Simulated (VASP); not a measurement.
The system is Cl2, in a box.

```
Cl
1.0
    10.00000    0.00000    0.00000
     0.00000   10.50000    0.00000
     0.00000    0.00000   11.00000
Cl
2
Direct
  0.50000 0.50000 0.40999
  0.50000 0.50000 0.59001
```

Base run:

* Program: VASP 6.6.1
* Functional: PBEsol
* Potentials or basis: VASP PAW PBE potentials, release 64 (Cl)
* Cutoff: 520 eV
* k mesh: 1 × 1 × 1
* Occupations: gaussian, width 0.02 eV
* Spin: no spin polarisation

Its results: gap between the frontier levels 3.12 eV.

Task: The run is repeated on the same cell with these changes: functional from PBEsol to r2SCAN. What comes out?

Result: Gap between the frontier levels 3.55 eV.

r2SCAN gives the wider gap, since meta-GGAs in the generalised Kohn-Sham scheme recover part of the derivative discontinuity.

